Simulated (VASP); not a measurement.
Input:

```
CELL_PARAMETERS angstrom
      1.61500    -2.79726     0.00000
      1.61500     2.79726     0.00000
      0.00000     0.00000     5.15000
ATOMIC_POSITIONS crystal
  Zr 0.33333 0.66667 0.25000
  Zr 0.66667 0.33333 0.75000
```

Calculation: optB86b-vdW, VASP's PBE PAW potentials (set 64) (plane waves; VASP 6.6.1). Numerical set-up: 520 eV cut-off, 12×12×7 Γ-centred mesh, first-order Methfessel-Paxton smearing of 0.10 eV, potentials Zr_sv.

Question: The ions, cell shape and volume are relaxed. Which structure does the run end with?

Answer: 
```
CELL_PARAMETERS angstrom
      1.59939    -2.77022     0.00000
      1.59939     2.77022     0.00000
      0.00000     0.00000     5.15208
ATOMIC_POSITIONS crystal
  Zr 0.33333 0.66667 0.25000
  Zr 0.66667 0.33333 0.75000
```
Space group P6_3/mmc (194), at a tolerance of 0.03 Å.

Question: How do energy and volume change from the first to the last step?

Answer: The energy (σ→0) changes by -2.9 meV/atom and the volume by -1.9 %, in 5 ionic steps.

| step | E(σ→0) (eV) | max force (eV/Å) | pressure (GPa) | volume (Å³) |
|---|---|---|---|---|
| 1 | -12.0558 | 0.000 | -1.71 | 46.53 |
| 2 | -12.0570 | 0.000 | 1.74 | 44.88 |
| 3 | -12.0609 | 0.000 | 0.05 | 45.65 |
| 4 | -12.0614 | 0.000 | 0.03 | 45.65 |
| 5 | -12.0616 | 0.000 | 0.00 | 45.65 |

The compound is Zr in the hcp structure. This run relaxes it. Symmetry was kept, so distortions that lower it aren't found.
